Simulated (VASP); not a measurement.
Al3Si2F: band structure with PBE

The system is Al3Si2F.

```xyz
6
Lattice="-2.2506 5.8772 2.0094 2.2506 -5.8772 2.0094 2.2506 5.8772 -2.0094" Properties=species:S:1:pos:R:3 pbc="T T T"
Al    2.2506    3.9418    1.1951
Al    0.0000    1.9354    3.2045
Al    2.2506    0.0000    0.2374
Si    0.0000    4.2443    0.1503
Si    0.0000    7.5101    0.1503
F     0.0000    0.0000    0.0864
```

The cell was built by a generator and needn't be a form met in nature.

```yaml
Program: VASP 6.6.1
Task: band structure
Functional: PBE
Potentials_or_basis: VASP PAW PBE potentials, release 64 (Al, Si, F)
Cutoff: 520 eV
k_mesh: 10 × 10 × 10
Occupations: gaussian, width 0.1 eV
Spin: no spin polarisation
Further_INCAR_settings: ALGO = Normal; EDIFF = 1e-06
```

```
Band gap along the path : none (metal or under the smearing width)
```

Levels at the corners of the path, in eV from the Fermi level:
```csv
point,band 10,band 11,band 12,band 13,band 14,band 15
Γ,-1.40,-1.10,-0.44,0.44,0.56,1.21
X,-2.08,-1.21,-0.69,-0.12,1.08,1.36
X,-2.08,-1.21,-0.69,-0.12,1.08,1.36
L,-3.03,-2.76,-1.35,-0.05,0.79,2.36
L,-3.03,-2.76,-1.35,-0.05,0.79,2.36
T,-3.13,-2.82,-1.37,-0.20,0.73,2.57
T,-3.13,-2.82,-1.37,-0.20,0.73,2.57
W,-3.11,-2.96,-1.87,1.06,1.08,1.48
W,-3.11,-2.96,-1.87,1.06,1.08,1.48
R,-1.91,-1.75,-1.42,0.49,0.82,2.41
R,-1.91,-1.75,-1.42,0.49,0.82,2.41
X1,-2.08,-1.21,-0.69,-0.12,1.08,1.36
X1,-2.08,-1.21,-0.69,-0.12,1.08,1.36
Z,-2.06,-1.07,-0.87,0.32,0.40,2.46
Z,-2.06,-1.07,-0.87,0.32,0.40,2.46
Γ,-1.40,-1.10,-0.44,0.44,0.56,1.21
Γ,-1.40,-1.10,-0.44,0.44,0.56,1.21
Y,-1.61,-0.69,0.22,0.86,1.88,2.76
Y,-1.61,-0.69,0.22,0.86,1.88,2.76
S,-1.47,-1.28,0.05,1.54,1.58,2.74
S,-1.47,-1.28,0.05,1.54,1.58,2.74
W,-3.11,-2.96,-1.87,1.06,1.08,1.48
L1,-3.03,-2.76,-1.35,-0.05,0.79,2.36
Y,-1.61,-0.69,0.22,0.86,1.88,2.76
Y1,-1.61,-0.69,0.22,0.86,1.88,2.76
Z,-2.06,-1.07,-0.87,0.32,0.40,2.46
```

It took 5.1 min on 2 MPI ranks on Intel(R) Xeon(R) Platinum 8488C (Sapphire Rapids), on a shared host, peak memory 0.61 GiB a rank.

Caveat: the log is that of the step along the path at fixed density, whose energy, stress, charges and moments have no meaning.
